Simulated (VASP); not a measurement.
# ZnCd3Se3S in VASP: notebook, part 2 of 2

VASP 6.6.1. The steps go on from the part before.

## 3. Relaxation of cell and atoms, PBE

This run uses another cell than the first one, of 25.65 Å³/atom, 0.988 times its volume.

INCAR

```
PREC = Normal ; ENCUT = 520
EDIFF = 1E-4 ; ISMEAR = 0
SIGMA = 0.15 ; LREAL = False
LASPH = True ; NELM = 60
ALGO = Fast ; ISIF = 3
LWAVE = False ; LCHARG = False
GGA = PE ; IBRION = 2
NSW = 24 ; EDIFFG = -0.08
```

KPOINTS

```
regular mesh
0
Gamma
  3 3 3
```

POSCAR

```
ZnCd3Se3S
1.0
    4.1700000000      2.4075506200      3.4066666700
   -4.1700000000      2.4075506200      3.4066666700
    0.0000000000     -4.8151012500      3.4066666700
Zn Cd Se S
1 3 3 1
Direct
    0.0000000000      0.0000000000      0.0000000000
    0.5000000000      0.0000100000      0.5000000000
    0.0000100000      0.5000000000      0.5000000000
    0.5000000000      0.5000000000      0.0000100000
    0.2500000000      0.7500100000      0.2500000000
    0.7500100000      0.2500000000      0.2500000000
    0.2500000000      0.2500000000      0.7500100000
    0.7500000000      0.7500000000      0.7500000000
```

Potentials or basis: VASP PAW PBE potentials, release 64 (Zn, Cd, Se, S).

Launch:

```
cat potpaw_PBE.64/Zn/POTCAR potpaw_PBE.64/Cd/POTCAR potpaw_PBE.64/Se/POTCAR potpaw_PBE.64/S/POTCAR > POTCAR
mpirun -np 1 vasp_std > vasp.out
```

OUTCAR:

```text
PREC = Normal
   ENCUT = 520
   EDIFF = 1E-4
   ISMEAR = 0
   LREAL = False
   LASPH = True
   NELM = 60
   ISIF = 3
   GGA = PE
   IBRION = 2
   NSW = 24
   EDIFFG = -0.08

 ion  position               nearest neighbor table
   1  0.000  0.000  0.000-   7 2.55   6 2.55   5 2.55   8 2.56
   2  0.500  0.000  0.500-   6 2.55   7 2.55   8 2.55   5 2.56
   3  0.000  0.500  0.500-   5 2.55   7 2.55   8 2.55   6 2.56
   4  0.500  0.500  0.000-   5 2.55   6 2.55   8 2.55   7 2.56
   5  0.250  0.750  0.250-   1 2.55   3 2.55   4 2.55   2 2.56
   6  0.750  0.250  0.250-   1 2.55   2 2.55   4 2.55   3 2.56
   7  0.250  0.250  0.750-   1 2.55   2 2.55   3 2.55   4 2.56
   8  0.750  0.750  0.750-   4 2.55   3 2.55   2 2.55   1 2.56

  LATTYP: Found a trigonal (rhomboedric) cell.
 ALAT       =     5.8983538202
 COS(alpha) =     0.0003672773

  Lattice vectors:

 A1 = (   4.1700000000,   2.4075506200,   3.4066666700)
 A2 = (  -4.1700000000,   2.4075506200,   3.4066666700)
 A3 = (   0.0000000000,  -4.8151012500,   3.4066666700)

Analysis of symmetry for initial positions (statically):
=====================================================================
 Subroutine PRICEL returns:
 Original cell was already a primitive cell.

 Routine SETGRP: Setting up the symmetry group for a
 trigonal (rhombohedral) supercell.

 Subroutine GETGRP returns: Found  6 space group operations
 (whereof  6 operations were pure point group operations)
 out of a pool of 12 trial point group operations.

The static configuration has the point symmetry C_3v.

Analysis of symmetry for dynamics (positions and initial velocities):
=====================================================================
 Subroutine PRICEL returns:
 Original cell was already a primitive cell.

 Routine SETGRP: Setting up the symmetry group for a
 trigonal (rhombohedral) supercell.

 Subroutine GETGRP returns: Found  6 space group operations
 (whereof  6 operations were pure point group operations)
 out of a pool of 12 trial point group operations.

The dynamic configuration has the point symmetry C_3v.

 Subroutine INISYM returns: Found  6 space group operations
 (whereof  6 operations are pure point group operations),
 and found     1 'primitive' translations

----------------------------------------------------------------------------------------

                                     Primitive cell

  volume of cell :     205.2071

  direct lattice vectors                    reciprocal lattice vectors
     4.170000000  2.407550620  3.406666670     0.119904077  0.069226651  0.097847358
    -4.170000000  2.407550620  3.406666670    -0.119904077  0.069226651  0.097847358
     0.000000000 -4.815101250  3.406666670     0.000000000 -0.138453302  0.097847358

  length of vectors
     5.898353820  5.898353820  5.898353825     0.169538852  0.169538852  0.169538852

  position of ions in fractional coordinates (direct lattice)
     0.000000000  0.000000000  0.000000000
     0.500000000  0.000010000  0.500000000
     0.000010000  0.500000000  0.500000000
     0.500000000  0.500000000  0.000010000
     0.250000000  0.750010000  0.250000000
     0.750010000  0.250000000  0.250000000
     0.250000000  0.250000000  0.750010000
     0.750000000  0.750000000  0.750000000

  ion indices of the primitive-cell ions
   primitive index   ion index
                 1           1
                 2           2
                 3           3
                 4           4
                 5           5
                 6           6
                 7           7
                 8           8

----------------------------------------------------------------------------------------

 KPOINTS: regular mesh

Automatic generation of k-mesh.
 Grid dimensions read from file:
 generate k-points for:    3    3    3

 Generating k-lattice:

  Cartesian coordinates                     Fractional coordinates (reciprocal lattice)
     0.039968026  0.023075550  0.032615786     0.333333333  0.000000000  0.000000000
    -0.039968026  0.023075550  0.032615786     0.000000000  0.333333333  0.000000000
     0.000000000 -0.046151101  0.032615786     0.000000000  0.000000000  0.333333333

  Length of vectors
     0.056512951  0.056512951  0.056512951

  Shift w.r.t. Gamma in fractional coordinates (k-lattice)
     0.000000000  0.000000000  0.000000000

 Subroutine IBZKPT returns following result:
 ===========================================

 Found      6 irreducible k-points:

 Following reciprocal coordinates:
            Coordinates               Weight
  0.000000  0.000000  0.000000      1.000000
  0.333333 -0.000000 -0.000000      6.000000
  0.333333  0.333333 -0.000000      6.000000
 -0.333333  0.333333  0.000000      6.000000
  0.333333  0.333333  0.333333      2.000000
 -0.333333  0.333333  0.333333      6.000000
   k-points           NKPTS =      6   k-points in BZ     NKDIM =      6   number of bands    NBANDS=     43
   number of dos      NEDOS =    301   number of ions     NIONS =      8
   total plane-waves  NPLWV =  46656
   dimension x,y,z NGX =    36 NGY =   36 NGZ =   36
   dimension x,y,z NGXF=    72 NGYF=   72 NGZF=   72
   ions per type =               1   3   3   1
   NGX,Y,Z   is equivalent  to a cutoff of  10.15, 10.15, 10.15 a.u.
   NGXF,Y,Z  is equivalent  to a cutoff of  20.29, 20.29, 20.29 a.u.
 SYSTEM =  unknown system
   PREC   = normal    normal or accurate (medium, high low for compatibility)
   ISTART =      0    job   : 0-new  1-cont  2-samecut
   ICHARG =      2    charge: 1-file 2-atom 10-const
   ISPIN  =      1    spin polarized calculation?
   LNONCOLLINEAR =      F non collinear calculations
   LSORBIT =      F    spin-orbit coupling
   LASPH  =      T    aspherical Exc in radial PAW
   ENCUT  =  520.0 eV  38.22 Ry    6.18 a.u.  10.97 10.97 10.97*2*pi/ulx,y,z
   NELM   =     60;   NELMIN=  2; NELMDL= -5     # of ELM steps
   EDIFF  = 0.1E-03   stopping-criterion for ELM
   LREAL  =      F    real-space projection
   EDIFFG = -.8E-01   stopping-criterion for IOM
   NSW    =     24    number of steps for IOM
   IBRION =      2    ionic relax: 0-MD 1-quasi-New 2-CG
   NFREE  =      1    steps in history (QN), initial steepest desc. (CG)
   ISIF   =      3    stress and relaxation
   ISYM   =      2    0-nonsym 1-usesym 2-fastsym
   POTIM  = 0.5000    time-step for ionic-motion
   TEBEG  =    0.0;   TEEND  =   0.0 temperature during run
   PSTRESS=    0.0 pullay stress
   NELECT =      72.0000    total number of electrons
   NUPDOWN=      -1.0000    fix difference up-down
   EMIN   =  10.00;   EMAX   =-10.00  energy-range for DOS
   EFERMI =   0.00;   METHOD = LEGACY
   ISMEAR =     0;   SIGMA  =   0.15  broadening in eV -4-tet -1-fermi 0-gaus
   EFERMI_NEDOS =   21; number of points for ismear=-14 and -15
   IALGO  =     68    algorithm
   IMIX   =      4    mixing-type and parameters
     AMIX     =   0.40;   BMIX     =  1.00
     AMIX_MAG =   1.60;   BMIX_MAG =  1.00
  volume/ion in A,a.u.               =      25.65       173.10
  Fermi-wavevector in a.u.,A,eV,Ry     =   1.154662  2.181995 18.139890  1.333244
  Thomas-Fermi vector in A             =   2.291297
   LORBIT       =      0    0 simple, 1 ext, 2 COOP (PROOUT), +10 PAW based schemes
   GGA     = PE    functional components
   LHFCALC =     F    Hartree Fock is set to
   AEXX    =    0.0000 exact exchange contribution
   IVDW    =     0    specifies the selected vdW correction
   LEPSILON=     F    determine dielectric tensor
   LRPA    =     F    only Hartree local field effects (RPA)
 conjugate gradient relaxation of ions
 non-spin polarized calculation
 RMM-DIIS sequential band-by-band and
 Gauss-broadening in eV      SIGMA  =   0.15
  energy-cutoff  :      520.00
  volume of cell :      205.21
 maximum number of plane-waves:      5554
   NGX = 21   NGY = 21   NGZ = 21

--------------------------------------- Ionic step        1  -------------------------------------------

 number of electron      72.0000007 magnetization

 Free energy of the ion-electron system (eV)
  ---------------------------------------------------
  ext. energy  EPLUGINS =         0.00000000
  ---------------------------------------------------
  free energy    TOTEN  =       -22.57739165 eV

  energy without entropy =      -22.57738930  energy(sigma->0) =      -22.57739048

------------------------ aborting loop because EDIFF is reached ----------------------------------------

  FORCE on cell =-STRESS in cart. coord.  units (eV):
  Direction    XX          YY          ZZ          XY          YZ          ZX
  --------------------------------------------------------------------------------------
  -------------------------------------------------------------------------------------
  Total        5.3748198      5.3748198      6.0370054      0.0000000     -0.0000000      0.0000000
  in kB       41.9645057     41.9645058     47.1345943      0.0000000     -0.0000000      0.0000000
  external PRESSURE =      43.6878686 kB  Pullay stress =       0.0000000 kB
[... 279 lines left out ...]
  energy  without entropy=      -23.0826118391  energy(sigma->0) =      -23.08262821

--------------------------------------- Ionic step        8  -------------------------------------------

 number of electron      72.0000098 magnetization

 Free energy of the ion-electron system (eV)
  ---------------------------------------------------
  ext. energy  EPLUGINS =         0.00000000
  ---------------------------------------------------
  free energy    TOTEN  =       -23.08712449 eV

  energy without entropy =      -23.08707815  energy(sigma->0) =      -23.08710132

 E-fermi :   1.1513     XC(G=0):  -8.8205

 val. band max:        0.8019840529   @ k =   0.0000   0.0000   0.0000
 cond. band min:       1.4848153290   @ k =   0.0000   0.0000   0.0000
 fundamental gap:      0.6828312761
 Fermi energy:         1.1513083810

 k-point     1 :       0.0000    0.0000    0.0000
  band No.  band energies     occupation
      1     -11.6233      2.00000
      2     -11.0390      2.00000
      3     -11.0390      2.00000
      4     -11.0274      2.00000
      5      -6.9170      2.00000
      6      -6.9170      2.00000
[... 300 lines left out ...]
  FREE ENERGIE OF THE ION-ELECTRON SYSTEM (eV)
  ---------------------------------------------------
  free  energy   TOTEN  =       -23.0871244853 eV

  energy  without entropy=      -23.0870781475  energy(sigma->0) =      -23.08710132

 reached required accuracy - stopping structural energy minimisation
```

Run time: 89 s. Hardware: 1 thread of Intel Xeon 6975P-C (Granite Rapids), shared host; peak memory 0.24 GiB.

Results:

| Quantity | Value |
| --- | --- |
| Free energy | -23.0871 eV |
| Relaxed volume | 27.31 Å³/atom |
| Relaxed cell | a = 6.023 Å, b = 6.023 Å, c = 6.023 Å, α = 90.14°, β = 90.14°, γ = 90.14° |
| Space group after relaxing (to 0.05 Å) | R3m (No. 160) |
| Energy gained by relaxing | 63.7 meV/atom |
| Ionic steps | 8 |
| Pressure after relaxing | -0.1 GPa |
| Largest force after relaxing | 0.056 eV/Å |
| Band gap on the k mesh | 0.68 eV, direct |

Forces on the atoms (eV/Å):
```
Zn   0.000  0.000 -0.056
Cd  -0.032  0.019  0.021
Cd   0.032  0.019  0.021
Cd   0.000 -0.037  0.021
Se   0.046 -0.027 -0.016
Se  -0.046 -0.027 -0.016
Se   0.000  0.053 -0.016
S    0.000  0.000  0.043
```

Step by step:
```
step  energy change (eV)  largest force (eV/Å)  pressure (GPa)  volume (Å³)
   1              0.0000                1.1808            4.37       205.21
   2             -0.3679                0.4959           -1.51       226.69
   3             -0.3721                0.5445           -0.99       224.34
   4             -0.4572                0.4358           -0.54       221.40
   5             -0.5051                0.2059            0.03       217.44
   6             -0.5052                0.1826            0.29       217.12
   7             -0.5053                0.2035            0.23       217.27
   8             -0.5097                0.0564           -0.09       218.46
```

Final structure:
```yaml
crystal:
  lattice:
    - [4.26405, 2.46185, 3.46850]
    - [-4.26405, 2.46185, 3.46850]
    - [0.00000, -4.92370, 3.46850]
  atoms:
    - { symbol: Zn, position: [0.99426, 0.99426, 0.99426] }
    - { symbol: Cd, position: [0.50640, 0.99348, 0.50640] }
    - { symbol: Cd, position: [0.99348, 0.50640, 0.50640] }
    - { symbol: Cd, position: [0.50640, 0.50640, 0.99348] }
    - { symbol: Se, position: [0.23729, 0.76245, 0.23729] }
    - { symbol: Se, position: [0.76245, 0.23729, 0.23729] }
    - { symbol: Se, position: [0.23729, 0.23729, 0.76245] }
    - { symbol: S, position: [0.76247, 0.76247, 0.76247] }
```

Caveat: the relaxation stopped at a loose force limit of 0.08 eV/Å, so its end isn't a converged minimum.
